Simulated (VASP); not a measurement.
Runs of VASP 6.6.1 on MoS2. It takes space group P6_3/mmc (No. 194, hexagonal). The conventional cell has a = 3.161 Å, b = 3.161 Å, c = 12.295 Å, α = 90.00°, β = 90.00°, γ = 120.00°. Around Mo (site symmetry -6m2) lie 6 S at 2.40 Å. S (site symmetry 3m) is surrounded by 3 Mo at 2.40 Å. The cell was built by a generator and needn't be a form met in nature.

```tsv
level	potentials or basis	further INCAR settings	gap on the mesh (eV)	pressure (GPa)	largest force (eV/Å)
PBEsol	VASP PAW PBE potentials, release 64 (Mo_sv, S)	ALGO = Fast; EDIFF = 1e-06	0.95	-2.2	0.26
optB86b-vdW	VASP PAW PBE potentials, release 64 (Mo_sv, S)	ALGO = Fast; EDIFF = 1e-06	0.96	1.0	0.09
LDA	VASP PAW LDA potentials, release 64 (Mo_sv, S)	ALGO = Fast; EDIFF = 1e-06	0.91	-4.8	(d)
vdW-DF2	VASP PAW PBE potentials, release 64 (Mo_sv, S)	ALGO = Fast; EDIFF = 1e-06	0.97	13.4	(b)
SCAN	VASP PAW PBE potentials, release 64 (Mo_sv, S)	ALGO = Normal; EDIFF = 1e-06	1.10	0.5	0.24
PBE+D4	VASP PAW PBE potentials, release 64 (Mo_sv, S)	ALGO = Fast; EDIFF = 1e-06	(c)	(a)	0.05
```

Alike in all rows: task single point; no spin polarisation; cell as given; k mesh 8 × 8 × 2; cutoff (eV) 520; smearing fermi-dirac 0.05 eV.

Q: Estimate the missing entries.

A: (a) -1.0; (b) 0.88; (c) 0.99; (d) 0.42.

Caveats: the PAW data sets were made with another functional, which shifts forces and pressure a little (some runs); this functional lacks dispersion, which binds the layers, so the pressure and a relaxed spacing across them are unreliable (some runs).

A k mesh can miss the band edges, and the runs leave out spin-orbit coupling on Mo.

Not every run made on this cell is shown here.
